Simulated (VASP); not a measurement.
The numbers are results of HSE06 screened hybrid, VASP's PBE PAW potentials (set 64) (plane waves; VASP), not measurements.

VASP input:

File KPOINTS:
```
Automatic mesh
0
Gamma
6 6 6
0 0 0
```

File POSCAR:
```
AgCl
1
    0.0000000000     2.8309907577     2.8309907577
    2.8309907577     0.0000000000     2.8309907577
    2.8309907577     2.8309907577     0.0000000000
Ag Cl
1 1
Direct
  0.0000000000   0.0000000000   0.0000000000
  0.5000000000   0.5000000000   0.5000000000
```

INCAR:
```
AEXX = 0.25
ALGO = Normal
EDIFF = 1E-6
ENCUT = 520
GGA = PE
HFSCREEN = 0.2
ISIF = 2
ISMEAR = 0
ISYM = 3
LASPH = T
LCHARG = F
LHFCALC = T
LMAXMIX = 4
LREAL = F
LWAVE = F
NELM = 60
PREC = Accurate
PRECFOCK = Fast
SIGMA = 0.05
SYSTEM = AgCl
```

POTCAR, in this order: Ag Cl (PBE.64 set). Program: vasp_std. Read from the step before: WAVECAR.

What VASP printed:

### OSZICAR
```
       N       E                     dE             d eps       ncg     rms          rms(c)
DAV:   1    -0.665877374655E+01   -0.66588E+01   -0.45484E-01   426   0.832E+00    0.111E+00
DAV:   2    -0.665677430484E+01    0.19994E-02   -0.57340E-02   431   0.331E+00    0.829E-01
DAV:   3    -0.665575881404E+01    0.10155E-02   -0.83620E-03   481   0.119E+00    0.539E-01
DAV:   4    -0.665581202103E+01   -0.53207E-04   -0.60812E-04   436   0.240E-01    0.322E-01
DAV:   5    -0.665580511007E+01    0.69110E-05   -0.33904E-05   421   0.676E-02    0.189E-01
DAV:   6    -0.665580520081E+01   -0.90736E-07   -0.12137E-05   431   0.324E-02    0.114E-01
DAV:   7    -0.665580556423E+01   -0.36342E-06   -0.17661E-06   421   0.138E-02
   1 F= -.66558056E+01 E0= -.66558056E+01  d E =-.890903E-13
```

### OUTCAR
```
------------------------ aborting loop because EDIFF is reached ----------------------------------------
  FORCE on cell =-STRESS in cart. coord.  units (eV):
  Direction    XX          YY          ZZ          XY          YZ          ZX
  --------------------------------------------------------------------------------------
  Total       -0.3908734     -0.3908734     -0.3908734      0.0000000      0.0000000     -0.0000000
  in kB      -13.8007070    -13.8007070    -13.8007070      0.0000000      0.0000000     -0.0000000
  external PRESSURE =     -13.8007070 kB  Pullay stress =       0.0000000 kB
  volume of cell :       45.38
      direct lattice vectors                 reciprocal lattice vectors
     0.000000000  2.830990758  2.830990758    -0.176616613  0.176616613  0.176616613
     2.830990758  0.000000000  2.830990758     0.176616613 -0.176616613  0.176616613
     2.830990758  2.830990758  0.000000000     0.176616613  0.176616613 -0.176616613
  FREE ENERGIE OF THE ION-ELECTRON SYSTEM (eV)
  ---------------------------------------------------
  free  energy   TOTEN  =        -6.6558055642 eV

  energy  without entropy=       -6.6558055642  energy(sigma->0) =       -6.65580556

  exchange ACFDT corr.  =         0.00000000  see jH, gK, PRB 81, 115126
```
(Selected blocks of OUTCAR.)

**OUTCAR**
```
 val. band max:        2.0112873375   @ k =   0.5000   0.0000   0.0000

 cond. band min:       4.4544895020   @ k =   0.0000   0.0000   0.0000


 Fermi energy:         2.2520423192

 k-point     1 :       0.0000    0.0000    0.0000
  band No.  band energies     occupation
      1     -13.8395      2.00000
      2      -0.6040      2.00000
      3      -0.6040      2.00000
      4      -0.6040      2.00000
      5      -0.6012      2.00000
      6      -0.6012      2.00000
      7       0.0449      2.00000
      8       0.0449      2.00000
      9       0.0449      2.00000
     10       4.4545      0.00000
     11      14.4946      0.00000
     12      14.4946      0.00000
     13      14.4946      0.00000

 k-point     2 :       0.1667    0.0000    0.0000
  band No.  band energies     occupation
      1     -13.7458      2.00000
      2      -1.2593      2.00000
      3      -1.2593      2.00000
      4      -1.2237      2.00000
      5      -0.5291      2.00000
      6      -0.5291      2.00000
      7      -0.0977      2.00000
      8       0.8113      2.00000
      9       0.8113      2.00000
     10       5.5241      0.00000
     11      12.5218      0.00000
     12      13.8086      0.00000
     13      13.8086      0.00000

 k-point     3 :       0.3333    0.0000    0.0000
  band No.  band energies     occupation
      1     -13.5481      2.00000
      2      -2.3647      2.00000
      3      -1.8674      2.00000
      4      -1.8674      2.00000
      5      -0.3751      2.00000
      6      -0.3751      2.00000
      7       0.0174      2.00000
      8       1.6591      2.00000
      9       1.6591      2.00000
     10       7.2070      0.00000
     11      10.6731      0.00000
     12      12.1205      0.00000
     13      12.1205      0.00000

 k-point     4 :       0.5000    0.0000    0.0000
  band No.  band energies     occupation
      1     -13.4435      2.00000
      2      -2.8460      2.00000
      3      -2.0848      2.00000
...
```

The compound is AgCl in the rock salt structure. This cell is one point of a volume scan, at 1.03 of the reference volume. The cell's shape comes from a PBE relaxation.
